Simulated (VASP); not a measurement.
VASP ran on this input.

File POSCAR:
```
AgI
1
    4.4679770000     0.0000000000     0.0000000000
   -2.2339880000     3.8693810000     0.0000000000
    0.0000000000     0.0000000000    15.1326400000
Ag I
4 4
Direct
  0.0000000000   0.0000000000   0.3234700000
  0.0000000000   0.0000000000   0.8234700000
  0.6666670000   0.3333330000   0.4264700000
  0.3333330000   0.6666670000   0.9264700000
  0.0000000000   0.0000000000   0.0116400000
  0.0000000000   0.0000000000   0.5116400000
  0.6666670000   0.3333330000   0.2384200000
  0.3333330000   0.6666670000   0.7384200000
```

KPOINTS:
```
Automatic mesh
0
Gamma
5 5 2
0 0 0
```

INCAR:
```
GGA = PE
LWAVE = .False.
SYSTEM = AgI
LASPH = .True.   # aspherical one-centre terms
ALGO = Normal   # blocked Davidson
ISMEAR = 0   # Gaussian
SIGMA = 0.02   # width (eV)
LCHARG = .False.
LREAL = .False.   # projection in real space or not
NELM = 100
LMAXMIX = 4
ISIF = 2
EDIFF = 1E-6   # SCF stop (eV)
ENCUT = 300   # plane-wave cut-off (eV)
PREC = Accurate
```

POTCAR, in this order: Ag I (PBE.64 set). Program: vasp_std.

**Question.** Translate this PBE calculation to Ansatz.

**Answer.** One equivalent input (not run):
Ansatz 0.2 input:
```yaml
crystal:
  lattice:
    - [4.4679770, 0.0000000, 0.0000000]
    - [-2.2339880, 3.8693810, 0.0000000]
    - [0.0000000, 0.0000000, 15.1326400]
  atoms:
    - { symbol: Ag, position: [0.0000000, 0.0000000, 0.3234700] }
    - { symbol: Ag, position: [0.0000000, 0.0000000, 0.8234700] }
    - { symbol: Ag, position: [0.6666670, 0.3333330, 0.4264700] }
    - { symbol: Ag, position: [0.3333330, 0.6666670, 0.9264700] }
    - { symbol: I, position: [0.0000000, 0.0000000, 0.0116400] }
    - { symbol: I, position: [0.0000000, 0.0000000, 0.5116400] }
    - { symbol: I, position: [0.6666670, 0.3333330, 0.2384200] }
    - { symbol: I, position: [0.3333330, 0.6666670, 0.7384200] }
kpoints:
  mp_grid: { grid: [5, 5, 2] }
hamiltonian:
  xc: pbe
  pseudopotentials: { kind: paw }
scf:
  occupations: { method: gaussian, width: 0.02 }
  max_iter: 100
output: { forces: true, stress: true, eigenvalues: true }
```
What does not carry over: each code has its own PAW files, so the cut-off isn't converted (ENCUT is set for VASP's; basis.ecutwfc is left out, and Ansatz then takes the one that its files recommend); Ansatz stops its SCF on the density residual and VASP on the energy change (EDIFF).

The structure comes from a computed database's AgI entry; how it stands against other phases isn't given here. The cell was not relaxed at this level.
